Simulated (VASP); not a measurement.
Consider the following.

```xyz
5
Lattice="4.0382 0.0000 0.0000 0.0000 4.0382 0.0000 0.0000 0.0000 4.0382" Properties=species:S:1:pos:R:3 pbc="T T T"
Ba     0.0000     0.0000     0.0000
Ti     2.0191     2.0191     2.0191
O      2.0191     0.0000     2.0191
O      0.0000     2.0191     2.0191
O      2.0191     2.0191     0.0000
```

These are r2SCAN+rVV10, VASP's PBE PAW potentials (set 64) (plane waves; VASP 6.6.1) values and carry that method's errors. Numerical set-up: 520 eV cut-off, 6×6×6 Γ-centred mesh, Gaussian smearing of 0.050 eV, potentials Ba_sv Ti_sv O.

**Question.** Give the stress tensor in GPa (positive for a compressed cell).

**Answer.** 
```
-5.08   0.00   0.00
 0.00  -5.08   0.00
 0.00   0.00  -5.08
```
The pressure is its mean diagonal, -5.08 GPa.

The compound is BaTiO3 in the cubic perovskite structure, the ideal cubic form; the compound distorts at low or room temperature. This cell is one point of a volume scan, at 1.03 of the reference volume.
